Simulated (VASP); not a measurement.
## BW under strain

Aim: follow the pressure of BW through compression, expansion and shear. All runs use LDA. Left out of this account: 1 further run (fields: a reference on another mesh). The start is a computed cell from the Materials Project.

Method: LDA; plane waves and PAW (B, W), in VASP 6.6.1.

This is a report of a sequence of runs, with most program output left out.

## 1. The starting structure

Symmetry: Cmcm, No. 63, orthorhombic system. Conventional cell: a = 3.162 Å, b = 8.482 Å, c = 3.095 Å, α = 90.00°, β = 90.00°, γ = 90.00°. Nearest to B lie 2 B at 1.86 Å and 7 W at 2.32 to 2.50 Å. W has 7 B at 2.32 to 2.50 Å nearest. Farther neighbours are not listed.

## 2. Bands, cell as listed

The mesh alone shows little of the dispersion and can miss band extrema, so KPOINTS_OPT adds a path through the symmetry points after the self-consistent cycle. LDA, the lowest rung, knows the local density alone.

File INCAR:

```
SYSTEM = BW
PREC = Accurate
ENCUT = 420
EDIFF = 1E-06
NELM = 100
ISMEAR = -1
SIGMA = 0.05
LREAL = .FALSE.
ALGO = Normal
GGA = CA
NBANDS = 23
LASPH = .TRUE.
LORBIT = 11
LWAVE = .FALSE.
LCHARG = .FALSE.
KPAR = 4
```

File POSCAR:

```
BW
1.0
    1.5809060600     -4.2411156800      0.0000000000
    1.5809060600      4.2411156800      0.0000000000
    0.0000000000      0.0000000000      3.0951265000
B W
2 2
Direct
    0.5610218400      0.4389781600      0.2500000000
    0.4389781600      0.5610218400      0.7500000000
    0.8553852300      0.1446147700      0.2500000000
    0.1446147700      0.8553852300      0.7500000000
```

File KPOINTS:

```
Automatic mesh
0
Gamma
10 10 10
0 0 0
```

File KPOINTS_OPT:

```
Line mode
16
Line-mode
Reciprocal
  0.00000000   0.00000000   0.00000000 GAMMA
  0.28473697   0.28473697   0.00000000 X

  0.28473697   0.28473697   0.00000000 X
  0.00000000   0.50000000   0.00000000 S

  0.00000000   0.50000000   0.00000000 S
  0.00000000   0.50000000   0.50000000 R

  0.00000000   0.50000000   0.50000000 R
  0.28473697   0.28473697   0.50000000 A

  0.28473697   0.28473697   0.50000000 A
  0.00000000   0.00000000   0.50000000 Z

  0.00000000   0.00000000   0.50000000 Z
  0.00000000   0.00000000   0.00000000 GAMMA

  0.00000000   0.00000000   0.00000000 GAMMA
 -0.50000000   0.50000000   0.00000000 Y

 -0.50000000   0.50000000   0.00000000 Y
 -0.28473697   0.71526303   0.00000000 X1

 -0.28473697   0.71526303   0.00000000 X1
 -0.28473697   0.71526303   0.50000000 A1

 -0.28473697   0.71526303   0.50000000 A1
 -0.50000000   0.50000000   0.50000000 T

 -0.50000000   0.50000000   0.50000000 T
 -0.50000000   0.50000000   0.00000000 Y

  0.00000000   0.00000000   0.50000000 Z
 -0.50000000   0.50000000   0.50000000 T
```

The projector-augmented-wave data sets are B and W (LDA family, release 64).

Command:

```bash
> mpirun -np 4 vasp_std
```

Run time: 24 s. Hardware: 4 MPI ranks of Intel Xeon 6975P-C (Granite Rapids), shared host; peak memory 1.1 GiB.

Spin-orbit coupling is off here; with elements this heavy it splits and shifts levels by tenths of an eV or more. At this level the cell is under a tension of 9.9 GPa, so at these settings it is away from equilibrium. The data set W keeps the semicore shell frozen, which is cheaper and a little less accurate.

Numbers from this step:

* electronic steps: 13
* electrons: 18
* bands: 23
* irreducible k points: 186
* symmetry operations: 8
* free energy (TOTEN): -44.96 eV
* energy at zero smearing: -44.95 eV
* Fermi energy: 9.377 eV
* pressure: -9.890 GPa
* metallic: yes

Electronic bands along the path, in eV, zero at the Fermi level; # counts the bands kept:

```csv
point,#5,#6,#7,#8,#9,#10,#11,#12
Γ,-4.54,-2.82,-1.30,-0.71,-0.04,1.13,1.14,2.24
0.47 of the way,-2.86,-2.62,-2.13,-1.93,-0.70,-0.02,2.14,3.57
X,-3.98,-2.50,-2.48,-1.53,-0.69,1.35,2.28,2.39
0.53 of the way,-4.11,-2.88,-2.42,-1.07,-0.45,1.40,1.85,2.34
S,-4.34,-3.12,-2.42,-0.67,-0.07,1.37,1.42,2.34
0.47 of the way,-4.95,-3.80,-3.36,0.24,1.35,1.67,2.41,3.44
R,-5.19,-3.12,-3.12,2.18,2.18,2.72,2.72,5.64
0.53 of the way,-5.14,-3.02,-3.02,1.92,1.92,2.66,2.66,5.47
A,-5.05,-2.94,-2.94,1.54,1.54,2.60,2.60,5.31
0.47 of the way,-5.17,-4.10,-4.10,2.41,2.41,2.57,2.57,4.46
Z,-5.16,-3.75,-3.75,2.13,2.13,2.37,2.37,3.29
0.47 of the way,-3.98,-3.93,-3.53,-0.22,1.12,1.35,1.61,2.36
Γ,-4.54,-2.82,-1.30,-0.71,-0.04,1.13,1.14,2.24
0.47 of the way,-4.61,-3.26,-0.62,-0.56,-0.40,0.44,1.63,2.83
Y,-4.70,-3.61,-0.68,-0.22,0.82,0.96,2.05,2.07
0.47 of the way,-4.15,-3.83,-1.03,-0.08,0.04,0.84,1.34,1.55
X1,-3.98,-2.50,-2.48,-1.53,-0.69,1.35,2.28,2.39
0.47 of the way,-4.76,-3.63,-3.40,-0.69,1.50,1.57,2.31,3.97
A1,-5.05,-2.94,-2.94,1.54,1.54,2.60,2.60,5.31
0.47 of the way,-4.16,-3.24,-3.24,-0.87,-0.87,2.32,2.32,3.44
T,-3.94,-3.32,-3.32,-1.16,-1.16,0.04,0.04,2.47
0.47 of the way,-4.17,-2.88,-1.78,-1.36,-0.70,-0.28,1.21,2.45
Y,-4.70,-3.61,-0.68,-0.22,0.82,0.96,2.05,2.07
jump to Z,-5.16,-3.75,-3.75,2.13,2.13,2.37,2.37,3.29
0.47 of the way,-4.75,-3.80,-3.80,0.56,0.56,1.78,1.78,2.41
T,-3.94,-3.32,-3.32,-1.16,-1.16,0.04,0.04,2.47
```

Of the projections kept (B, W), the largest for each band there; the rest of the weight can lie on other orbitals:

```csv
point,#5,#6,#7,#8,#9,#10,#11,#12
Γ,W 0.58,W 0.98,W 0.96,W 0.72,W 1.00,W 0.97,W 1.00,W 0.85
X,W 0.73,W 0.94,W 0.91,W 0.89,W 0.94,W 0.93,W 0.98,W 0.95
S,W 0.78,W 0.94,W 0.92,W 0.94,W 0.94,W 0.88,W 0.92,W 0.98
R,W 0.68,W 0.91,W 0.91,W 0.97,W 0.97,W 0.99,W 0.99,W 0.84
A,W 0.76,W 0.85,W 0.85,W 0.92,W 0.92,W 1.00,W 1.00,W 0.90
Z,W 0.78,W 0.79,W 0.79,W 0.99,W 0.99,W 0.93,W 0.93,W 0.79
```

There is no gap at this level.

## 3. Bands, volume times 1.04

The cell is expanded evenly, with fractional positions held.

INCAR is that of step 2.

File POSCAR:

```
BW
1.0
    1.6017098412     -4.2969262339      0.0000000000
    1.6017098412      4.2969262339      0.0000000000
    0.0000000000      0.0000000000      3.1358565195
B W
2 2
Direct
    0.5610218400      0.4389781600      0.2500000000
    0.4389781600      0.5610218400      0.7500000000
    0.8553852300      0.1446147700      0.2500000000
    0.1446147700      0.8553852300      0.7500000000
```

KPOINTS is that of step 2.

KPOINTS_OPT is that of step 2.

Command:

```bash
> mpirun -np 4 vasp_std
```

The job ended after 23 s (4 MPI ranks; peak memory 1.3 GiB).

This step gave:

```
free energy (TOTEN)     : -44.79 eV
energy at zero smearing : -44.78 eV
Fermi energy            : 8.907 eV
pressure                : -22.21 GPa
```

The electronic bands at the labelled points (eV, zero at the Fermi level; # counts the bands kept):

```csv
point,#5,#6,#7,#8,#9,#10,#11,#12
Γ,-4.35,-2.70,-1.25,-0.68,-0.06,1.05,1.07,2.13
0.53 of the way,-2.78,-2.43,-2.06,-2.04,-0.50,-0.03,1.87,3.35
X,-3.84,-2.39,-2.36,-1.46,-0.65,1.26,2.13,2.25
0.53 of the way,-3.95,-2.74,-2.33,-1.02,-0.42,1.30,1.76,2.19
S,-4.17,-2.96,-2.34,-0.64,-0.07,1.31,1.32,2.18
0.47 of the way,-4.81,-3.64,-3.23,0.23,1.28,1.56,2.25,3.25
R,-5.02,-3.05,-3.05,2.04,2.04,2.54,2.54,5.34
0.47 of the way,-4.97,-2.97,-2.97,1.85,1.85,2.50,2.50,5.18
A,-4.85,-2.89,-2.89,1.45,1.45,2.43,2.43,5.00
0.47 of the way,-4.99,-3.94,-3.94,2.26,2.26,2.41,2.41,4.19
Z,-4.93,-3.64,-3.64,2.00,2.00,2.23,2.23,3.11
0.47 of the way,-3.79,-3.74,-3.37,-0.20,1.05,1.27,1.51,2.25
Γ,-4.35,-2.70,-1.25,-0.68,-0.06,1.05,1.07,2.13
0.47 of the way,-4.43,-3.10,-0.61,-0.54,-0.39,0.40,1.52,2.70
Y,-4.53,-3.44,-0.66,-0.23,0.76,0.91,1.94,1.94
0.53 of the way,-3.79,-3.74,-1.20,-0.30,0.12,0.79,1.25,1.49
X1,-3.84,-2.39,-2.36,-1.46,-0.65,1.26,2.13,2.25
0.47 of the way,-4.59,-3.46,-3.27,-0.66,1.40,1.48,2.16,3.74
A1,-4.85,-2.89,-2.89,1.45,1.45,2.43,2.43,5.00
0.47 of the way,-4.03,-3.11,-3.11,-0.81,-0.81,2.17,2.17,3.27
T,-3.77,-3.15,-3.15,-1.10,-1.10,0.06,0.06,2.32
0.47 of the way,-3.99,-2.74,-1.70,-1.29,-0.66,-0.25,1.15,2.36
Y,-4.53,-3.44,-0.66,-0.23,0.76,0.91,1.94,1.94
jump to Z,-4.93,-3.64,-3.64,2.00,2.00,2.23,2.23,3.11
0.47 of the way,-4.54,-3.65,-3.65,0.52,0.52,1.71,1.71,2.27
T,-3.77,-3.15,-3.15,-1.10,-1.10,0.06,0.06,2.32
```

Of the projections kept (B, W), the largest for each band there; the rest of the weight can lie on other orbitals:

```csv
point,#5,#6,#7,#8,#9,#10,#11,#12
Γ,W 0.58,W 0.98,W 0.96,W 0.72,W 1.00,W 0.97,W 1.00,W 0.86
X,W 0.73,W 0.94,W 0.91,W 0.90,W 0.95,W 0.93,W 0.98,W 0.96
S,W 0.78,W 0.94,W 0.92,W 0.94,W 0.94,W 0.88,W 0.92,W 0.98
R,W 0.68,W 0.91,W 0.91,W 0.97,W 0.97,W 0.99,W 0.99,W 0.84
A,W 0.76,W 0.85,W 0.85,W 0.93,W 0.93,W 1.00,W 1.00,W 0.90
Z,W 0.78,W 0.80,W 0.80,W 0.99,W 0.99,W 0.93,W 0.93,W 0.79
```

Force by atom:

```csv
atom,x (eV/Å),y (eV/Å),z (eV/Å),size
B1,0.0000,0.0603,0.0000,0.0603
B2,0.0000,-0.0603,0.0000,0.0603
W3,0.0000,-0.0838,0.0000,0.0838
W4,0.0000,0.0838,0.0000,0.0838
```

 The pressure is -22.21 GPa.

For the pressure, step 2 gave -9.89 GPa; this run, with cell volume +4.0 %, gives -22.2 GPa.

## 4. Bands, volume times 1.08

INCAR is that of step 3.

File POSCAR:

```
BW
1.0
    1.6219868019     -4.3513234799      0.0000000000
    1.6219868019      4.3513234799      0.0000000000
    0.0000000000      0.0000000000      3.1755551202
B W
2 2
Direct
    0.5610218400      0.4389781600      0.2500000000
    0.4389781600      0.5610218400      0.7500000000
    0.8553852300      0.1446147700      0.2500000000
    0.1446147700      0.8553852300      0.7500000000
```

KPOINTS is that of step 3.

KPOINTS_OPT is that of step 3.

Command:

```bash
> mpirun -np 4 vasp_std
```

Run time: 21 s. Hardware: 4 MPI ranks; peak memory 1.2 GiB; 81 s of CPU time.

Numbers from this step:

- free energy (TOTEN): -44.50 eV
- energy at zero smearing: -44.50 eV
- Fermi energy: 8.467 eV
- pressure: -32.13 GPa

The electronic bands at the labelled points (eV, zero at the Fermi level; # counts the bands kept):

```csv
point,#5,#6,#7,#8,#9,#10,#11,#12
Γ,-4.18,-2.59,-1.20,-0.65,-0.07,0.98,1.01,2.04
0.47 of the way,-2.78,-2.37,-1.95,-1.75,-0.62,-0.01,1.98,3.15
X,-3.69,-2.29,-2.25,-1.39,-0.62,1.17,1.99,2.13
0.47 of the way,-3.77,-2.56,-2.24,-1.05,-0.47,1.21,1.76,2.04
S,-4.01,-2.83,-2.26,-0.62,-0.08,1.23,1.25,2.04
0.47 of the way,-4.67,-3.48,-3.11,0.21,1.21,1.46,2.11,3.09
R,-4.86,-2.97,-2.97,1.91,1.91,2.39,2.39,5.06
0.47 of the way,-4.79,-2.90,-2.90,1.74,1.74,2.35,2.35,4.89
A,-4.67,-2.82,-2.82,1.37,1.37,2.28,2.28,4.71
0.47 of the way,-4.82,-3.80,-3.80,2.12,2.12,2.27,2.27,3.94
Z,-4.72,-3.53,-3.53,1.87,1.87,2.10,2.10,2.95
0.47 of the way,-3.62,-3.57,-3.21,-0.19,0.98,1.20,1.42,2.15
Γ,-4.18,-2.59,-1.20,-0.65,-0.07,0.98,1.01,2.04
0.47 of the way,-4.26,-2.95,-0.59,-0.52,-0.39,0.37,1.43,2.57
Y,-4.35,-3.28,-0.64,-0.23,0.71,0.86,1.82,1.84
0.47 of the way,-3.76,-3.47,-0.95,-0.09,0.02,0.72,1.20,1.37
X1,-3.69,-2.29,-2.25,-1.39,-0.62,1.17,1.99,2.13
0.47 of the way,-4.42,-3.30,-3.14,-0.62,1.31,1.39,2.03,3.53
A1,-4.67,-2.82,-2.82,1.37,1.37,2.28,2.28,4.71
0.47 of the way,-3.90,-2.98,-2.98,-0.76,-0.76,2.04,2.04,3.11
T,-3.60,-2.99,-2.99,-1.04,-1.04,0.09,0.09,2.18
0.47 of the way,-3.83,-2.61,-1.63,-1.23,-0.62,-0.22,1.08,2.28
Y,-4.35,-3.28,-0.64,-0.23,0.71,0.86,1.82,1.84
jump to Z,-4.72,-3.53,-3.53,1.87,1.87,2.10,2.10,2.95
0.53 of the way,-4.23,-3.45,-3.45,0.21,0.21,1.36,1.36,2.14
T,-3.60,-2.99,-2.99,-1.04,-1.04,0.09,0.09,2.18
```

Of the projections kept (B, W), the largest for each band there; the rest of the weight can lie on other orbitals:

```csv
point,#5,#6,#7,#8,#9,#10,#11,#12
Γ,W 0.58,W 0.99,W 0.96,W 0.73,W 1.00,W 0.97,W 1.00,W 0.87
X,W 0.74,W 0.95,W 0.91,W 0.90,W 0.95,W 0.94,W 0.98,W 0.96
S,W 0.78,W 0.94,W 0.93,W 0.95,W 0.95,W 0.93,W 0.89,W 0.98
R,W 0.68,W 0.92,W 0.92,W 0.97,W 0.97,W 0.99,W 0.99,W 0.85
A,W 0.75,W 0.86,W 0.86,W 0.93,W 0.93,W 1.00,W 1.00,W 0.91
Z,W 0.79,W 0.80,W 0.80,W 0.99,W 0.99,W 0.94,W 0.94,W 0.80
```

Force by atom:

```csv
atom,x (eV/Å),y (eV/Å),z (eV/Å),size
B1,0.000,0.090,0.000,0.090
B2,0.000,-0.090,0.000,0.090
W3,0.000,-0.196,0.000,0.196
W4,0.000,0.196,0.000,0.196
```

 The pressure is -32.13 GPa.

For the pressure, step 2 gave -9.89 GPa; this run, with cell volume +8.0 %, gives -32.1 GPa.

## 5. Bands, sheared, principal strains -2.4, -0.6, +3.1 %

The cell is sheared at fixed volume, which lowers its symmetry.

INCAR is that of step 4.

File POSCAR:

```
BW
1.0
    1.5419940000     -4.3515280000     -0.0425030000
    1.5500040000      4.3545130000      0.0622300000
    0.0193100000      0.0382170000      3.0842320000
B W
2 2
Direct
    0.5610218400      0.4389781600      0.2500000000
    0.4389781600      0.5610218400      0.7500000000
    0.8553852300      0.1446147700      0.2500000000
    0.1446147700      0.8553852300      0.7500000000
```

KPOINTS is that of step 4.

File KPOINTS_OPT:

```
Line mode
16
Line-mode
Reciprocal
  0.00000000   0.00000000   0.50000000 X
  0.00000000   0.00000000   0.00000000 GAMMA

  0.00000000   0.00000000   0.00000000 GAMMA
  0.00000000   0.50000000   0.00000000 Y

  0.00000000   0.50000000   0.50000000 L
  0.00000000   0.00000000   0.00000000 GAMMA

  0.00000000   0.00000000   0.00000000 GAMMA
 -0.50000000   0.00000000   0.00000000 Z

 -0.50000000   0.00000000   0.50000000 N
  0.00000000   0.00000000   0.00000000 GAMMA

  0.00000000   0.00000000   0.00000000 GAMMA
 -0.50000000   0.50000000   0.00000000 M

 -0.50000000   0.50000000   0.50000000 R
  0.00000000   0.00000000   0.00000000 GAMMA
```

Command:

```bash
> mpirun -np 4 vasp_std
```

The job ended after 40 s (4 MPI ranks; peak memory 2.2 GiB; 2.6 min of CPU time).

The path and its labels are those of the sheared lattice, so a letter need not mean the same point as in the unstrained cell.

This step gave:

```yaml
irreducible_k_points: 504
symmetry_operations: 2
free_energy_toten: -44.89 eV
energy_at_zero_smearing: -44.89 eV
fermi_energy: 9.344 eV
pressure: -9.438 GPa
```

Electronic bands along the path, in eV, zero at the Fermi level; # counts the bands kept:

```csv
point,#5,#6,#7,#8,#9,#10,#11,#12
X,-4.80,-3.97,-3.73,1.90,2.16,2.39,2.42,2.46
0.47 of the way,-4.00,-3.86,-3.16,-0.04,1.21,1.24,1.28,2.14
Γ,-4.31,-3.01,-1.01,-0.37,0.19,0.93,1.30,2.08
0.47 of the way,-3.60,-2.37,-2.03,-1.43,-0.85,0.21,2.45,3.13
Y,-4.32,-3.09,-2.55,-0.96,-0.10,1.28,1.97,2.76
jump to L,-5.22,-3.02,-2.89,2.38,2.49,2.81,2.90,5.54
0.53 of the way,-4.32,-3.71,-3.25,-0.34,0.59,1.47,2.26,3.77
Γ,-4.31,-3.01,-1.01,-0.37,0.19,0.93,1.30,2.08
0.53 of the way,-3.61,-2.49,-2.11,-1.51,-0.74,0.27,2.28,3.08
Z,-4.31,-3.12,-2.54,-0.95,-0.08,1.28,1.96,2.77
jump to N,-5.16,-3.02,-2.88,2.32,2.53,2.84,2.87,5.58
0.47 of the way,-4.48,-3.84,-3.43,0.00,0.81,1.78,2.35,4.09
Γ,-4.31,-3.01,-1.01,-0.37,0.19,0.93,1.30,2.08
0.53 of the way,-4.41,-3.33,-0.40,-0.19,-0.10,0.21,1.78,2.93
M,-4.48,-3.63,-0.37,-0.33,0.50,1.38,2.00,2.13
jump to R,-3.67,-3.48,-3.34,-0.94,-0.92,-0.19,0.05,2.36
0.53 of the way,-4.44,-2.85,-2.37,-0.80,-0.21,0.79,1.61,2.11
Γ,-4.31,-3.01,-1.01,-0.37,0.19,0.93,1.30,2.08
```

Of the projections kept (B, W), the largest for each band there; the rest of the weight can lie on other orbitals:

```csv
point,#5,#6,#7,#8,#9,#10,#11,#12
X,W 0.78,W 0.80,W 0.79,W 0.99,W 0.99,W 0.81,W 0.92,W 0.91
Γ,W 0.61,W 0.99,W 0.98,W 0.72,W 1.00,W 0.96,W 1.00,W 0.83
Y,W 0.78,W 0.92,W 0.92,W 0.95,W 0.94,W 0.89,W 0.91,W 0.98
L,W 0.68,W 0.91,W 0.90,W 0.94,W 0.96,W 1.00,W 1.00,W 0.86
Γ,W 0.61,W 0.99,W 0.98,W 0.72,W 1.00,W 0.96,W 1.00,W 0.83
Z,W 0.78,W 0.92,W 0.92,W 0.95,W 0.94,W 0.89,W 0.91,W 0.97
```

Force by atom:

```csv
atom,x (eV/Å),y (eV/Å),z (eV/Å),size
B1,0.005,0.187,-0.098,0.211
B2,-0.005,-0.187,0.098,0.211
W3,0.003,-0.017,-0.055,0.058
W4,-0.003,0.017,0.055,0.058
```

 The pressure is -9.44 GPa, and the symmetry operations fall from 8 to 2.

[end of part 1 of 2]

[Lines on the potential files, build, host, timing and source positions are cut from VASP's logs without a mark.]

[Logs are printed without paths, hosts, clocks, repeated set-up lines and the standing remarks that a program may print on its own settings, such as how far it seeks lower states.]

[Hosts, paths, dates, database ids (printed as entryN), source tags and the programs' standing remarks are cut or masked in the printed files.]

[A measured line is paired with the nearest computed mode of its activity, which favours agreement.]
